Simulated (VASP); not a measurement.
Consider the following.

```
CELL_PARAMETERS angstrom
     -1.39691     1.39691     1.39691
      1.39691    -1.39691     1.39691
      1.39691     1.39691    -1.39691
ATOMIC_POSITIONS crystal
  Ni 0.00000 0.00000 0.00000
```
Starting moments (μB, in the order of the record's atoms Ni): 2.0.

Level of theory: PBEsol GGA, VASP's PBE PAW potentials (set 64) (plane waves; VASP). Settings: 300 eV cut-off, 11×11×11 Γ-centred mesh, Fermi-Dirac smearing of 0.10 eV, potentials Ni.

### Question
Give the spin-up energies of bands 1 to 6 at the high-symmetry points, in eV from the Fermi level.

### Answer

| band | Γ | H | N | P |
|---|---|---|---|---|
| 1 | -8.96 | -4.23 | -4.65 | -3.17 |
| 2 | -2.31 | -4.23 | -3.23 | -3.17 |
| 3 | -2.31 | -0.29 | -1.01 | -3.17 |
| 4 | -2.31 | -0.29 | -0.78 | -0.75 |
| 5 | -0.94 | -0.29 | -0.07 | -0.75 |
| 6 | -0.94 | 9.68 | 0.20 | 8.13 |

### Question
Give the spin-down energies of bands 1 to 6 at the high-symmetry points, in eV from the Fermi level.

### Answer

```
band      Γ      H      N      P
----  -----  -----  -----  -----
1     -8.95  -3.84  -4.28  -2.69
2     -1.68  -3.84  -2.65  -2.69
3     -1.68   0.43  -0.41  -2.69
4     -1.68   0.43  -0.21  -0.18
5     -0.38   0.43   0.19  -0.18
6     -0.38   9.72   0.66   8.35
```

It has no gap at this level: it comes out as a metal or semimetal.

The structure was generated: Ni was put into an ordered model structure, which need not be its known phase. The cell was not relaxed at this level.
